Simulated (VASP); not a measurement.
Data:

```xyz
1
Lattice="-1.7450 1.7450 1.7450 1.7450 -1.7450 1.7450 1.7450 1.7450 -1.7450" Properties=species:S:1:pos:R:3 pbc="T T T"
Li     0.0000     0.0000     0.0000
```

These are PBE GGA with D3 dispersion (Becke-Johnson damping), VASP's PBE PAW potentials (set 64) (plane waves; VASP) values and carry that method's errors. Settings: 520 eV cut-off, 13×13×13 Γ-centred mesh, first-order Methfessel-Paxton smearing of 0.10 eV, potentials Li_sv.

Energy and stress use the plane-wave basis of the starting cell.

### Question
The ions, cell shape and volume are relaxed. What does this cell relax into?

### Answer

```xyz
1
Lattice="-1.6555 1.6555 1.6555 1.6555 -1.6555 1.6555 1.6555 1.6555 -1.6555" Properties=species:S:1:pos:R:3 pbc="T T T"
Li     0.0000     0.0000     3.3111
```
Space group Im-3m (229), at a tolerance of 0.03 Å.

### Question
How do energy and volume change from the first to the last step?

### Answer
The energy (σ→0) changes by -19.8 meV/atom and the volume by -14.6 %, in 4 ionic steps.

The compound is Li in the bcc structure. This run relaxes it. Symmetry was kept, so distortions that lower it aren't found.
